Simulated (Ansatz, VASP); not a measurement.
# Cross-check of TiTe2 between VASP and Ansatz, part 2 of 2

Wanted: the spread between two codes on one cell, functional and k mesh.

VASP 6.6.1 and Ansatz 0.2.0.

So far. Step 3 (Ansatz: single point, PBE): The run ends at a pressure of 0.89 GPa, with forces up to 0.029 eV/Å. Step 5 (Ansatz: single point, LDA): The run ends at a pressure of -4.13 GPa, with forces up to 0.29 eV/Å.

**9. VASP: single point, PBE, spin-orbit coupling**

Level of this step: PBE, spin-orbit coupling, no spin polarisation; plane waves and PAW (Te, Ti_sv) (VASP).

With cell and atoms fixed, the geometry can't cause a difference; cores, projectors, grids and the points listed under the comparison can.

The input, INCAR:

```
SYSTEM = TiTe2
PREC = Accurate
ENCUT = 400
EDIFF = 1E-07
NELM = 100
ISMEAR = 0
SIGMA = 0.05
LREAL = .FALSE.
ALGO = Normal
GGA = PE
LNONCOLLINEAR = .TRUE.
MAGMOM = 0 0 0 0 0 0 0 0 0
NBANDS = 96
GGA_COMPAT = .FALSE.
LASPH = .TRUE.
LSORBIT = .TRUE.
LMAXMIX = 4
LWAVE = .FALSE.
LCHARG = .FALSE.
KPAR = 4
LOPTICS = .TRUE.
NEDOS = 2000
CSHIFT = 0.15
```

The input, POSCAR:

```
TiTe2
1.0
    3.7770000000      0.0000000000      0.0000000000
   -1.8885000000      3.2709779501      0.0000000000
    0.0000000000      0.0000000000      6.4980000000
Te Ti
2 1
Direct
    0.3333333333      0.6666666667      0.7372000000
    0.6666666667      0.3333333333      0.2628000000
    0.0000000000      0.0000000000      0.0000000000
```

The input, KPOINTS:

```
Automatic mesh
0
Gamma
8 8 4
0 0 0
```

PAW data sets: Te and Ti_sv (PBE family, release 64).

Started as:

```sh
> mpirun -np 4 vasp_ncl
```

Numbers of over 12 decimals in the logs are rounded to 6 here.

What it wrote:

```text
[... set-up lines as in an earlier step ...]
 entering main loop
       N       E                     dE             d eps       ncg     rms          rms(c)
DAV:   1     0.196590923477E+03    0.19659E+03   -0.67024E+03  6728   0.391E+02
DAV:   2     0.452201725416E+01   -0.19207E+03   -0.17795E+03  7272   0.136E+02
DAV:   3    -0.173114876417E+02   -0.21834E+02   -0.20910E+02  8504   0.481E+01
DAV:   4    -0.186290017790E+02   -0.13175E+01   -0.12885E+01  9088   0.993E+00
[...]
DAV:  16    -0.164224179293E+02    0.18167E-06   -0.11116E-07  7608   0.307E-03    0.382E-03
DAV:  17    -0.164224180537E+02   -0.12436E-06   -0.92439E-08  7504   0.189E-03    0.150E-03
DAV:  18    -0.164224181004E+02   -0.46705E-07   -0.25424E-08  6736   0.772E-04
   1 F= -.16422418E+02 E0= -.16421492E+02  d E =-.185283E-02  mag=     0.0000     0.0000    -0.0000
 optical routines
 imaginary and real dielectric function
 recalculating local potential from charge density
 direction            1
 direction            2
 direction            3
```

OUTCAR, selected parts (step 9):

```text
  Total        0.3332571      0.3332571      0.6557580      0.0000000     -0.0000000      0.0000000
  in kB        6.6509809      6.6509809     13.0872937      0.0000000     -0.0000000      0.0000000
  external PRESSURE =       8.7964185 kB  Pullay stress =       0.0000000 kB

 POSITION                                       TOTAL-FORCE (eV/Angst)
 -----------------------------------------------------------------------------------
     -0.00000      2.18065      4.79033        -0.000000      0.000000     -0.034016
      1.88850      1.09033      1.70767         0.000000     -0.000000      0.034016
      0.00000      0.00000      0.00000         0.000000      0.000000     -0.000000
 -----------------------------------------------------------------------------------
    total drift:                                0.000000     -0.000000     -0.000000

  FREE ENERGIE OF THE ION-ELECTRON SYSTEM (eV)
  ---------------------------------------------------
  free  energy   TOTEN  =       -16.4224181004 eV

  energy  without entropy=      -16.4205652726  energy(sigma->0) =      -16.42149169

[... 1 part as in an earlier step ...]

[... 2 further parts left out ...]
[key lines of the parts left out:]
E-fermi :   6.8090
```

**10. Ansatz: single point, PBE, spin-orbit coupling**

The same cell, functional, mesh and smearing now go to Ansatz, which takes its cutoff from its data sets.

The input, input.yaml:

```yaml
crystal:
  lattice:
    - [3.777, 0.0, 0.0]
    - [-1.8885, 3.2709779501, 0.0]
    - [0.0, 0.0, 6.498]
  atoms:
    - { symbol: Te, position: [0.3333333333, 0.6666666667, 0.7372] }
    - { symbol: Te, position: [0.6666666667, 0.3333333333, 0.2628] }
    - { symbol: Ti, position: [0.0, 0.0, 0.0] }
hamiltonian:
  xc: pbe
  pseudopotentials: { kind: paw_fr }
magnetization:
  noncollinear: true
  spin_orbit: true
kpoints:
  mp_grid: { grid: [8, 8, 4] }
scf:
  occupations: { method: gaussian, width: 0.05 }
  n_extra_bands: 8
output:
  forces: true
  stress: true
  eigenvalues: true
```

Started as:

```sh
> ansatz run input.yaml --threads 2 --pin off --max-ram 4608MiB --backend cpu --events-out ev --progress --plain --runs-dir out
```

What it wrote:

```text
[...]
non-collinear run that drives no moment, with spin-orbit: no starting moment large enough to seed its density (crystal.atoms[].spin), no starting occupations that ask for one, no magnetisation constraint and no magnetic field, so the semilocal B_xc is pinned to zero
Crystal: 3 atoms, lattice volume = 80.279 Å³
[...]
k-point 1: bands = [... 40 lower, 10.6572, 10.6572, 10.6612, 10.6612, 10.7992, 10.7992, 11.2895, 11.2895, ... 4 higher]
  k-point 2: bands = [... 40 lower, 10.6560, 10.6560, 10.6560, 10.6560, 10.6826, 10.6826, 11.2872, 11.2872, ... 4 higher]
  k-point 34: bands = [... 40 lower, 8.4689, 8.4689, 8.7455, 8.7455, 10.9714, 10.9714, 11.3664, 11.3664, ... 4 higher]
[key lines of the parts left out:]
SCF converged after 11 iterations
Magnetization: |M| = 0.0000 μB,  M = (+0.0000, +0.0000, +0.0000) μB
Free energy (F): -16467.184317 eV
Fermi energy:    10.256501 eV
P = ⅓ Tr σ = 0.9883 GPa (9.883 kbar)
```

Wall time 12 s (2 threads of AMD EPYC 7B13 (Zen 3), shared host); peak memory 0.73 GiB; 23 s of CPU time.

The run ends at a pressure of 0.99 GPa, with forces up to 0.016 eV/Å.

**11. Side by side**

What differs besides the data sets and the points named for the pairs above, as far as they apply: spin-orbit coupling enters by fully relativistic files in Ansatz and inside the spheres in VASP; the data sets hold 44 valence electrons in Ansatz (fully relativistic PAW (standard-fr) files) and 24 in VASP. Total energies have different zeros and are not compared.

The two programs side by side:

| quantity | Ansatz | VASP | difference |
| --- | --- | --- | --- |
| pressure (GPa) | 0.99 | 0.88 | +0.11 |

At this near-relaxed geometry the largest component of a force difference is 18 meV/Å. Ansatz's pressure holds a Pulay correction of 0.02 GPa; VASP's holds none.

**12. Outcome**

| Property | Result |
| --- | --- |
| difference in pressure (single point, PBE) | 0.13 GPa |
| r.m.s. force difference (single point, LDA) | 25 meV/Å |
| difference in pressure (single point, PBE, spin-orbit coupling) | 0.11 GPa |
| r.m.s. force difference (single point, PBE, spin-orbit coupling) | 8.5 meV/Å |

What this shows: The r.m.s. force difference is 25 meV/Å (single point, LDA), beyond the 12 meV/Å picked in this series as the mark of a large difference. For single point, LDA, no further run moves any of the tabulated differences by more than a quarter of its size. Such differences can come from data sets, numerical settings and the points named under the comparisons, not from the functional's error against experiment.

[Lines on the potential files, build, host, timing and source positions are cut from VASP's logs without a mark.]

[Logs are printed without paths, hosts, clocks, repeated set-up lines and the standing remarks that a program may print on its own settings, such as how far it seeks lower states.]

[Hosts, paths, dates, database ids (printed as entryN), source tags and the programs' standing remarks are cut or masked in the printed files.]
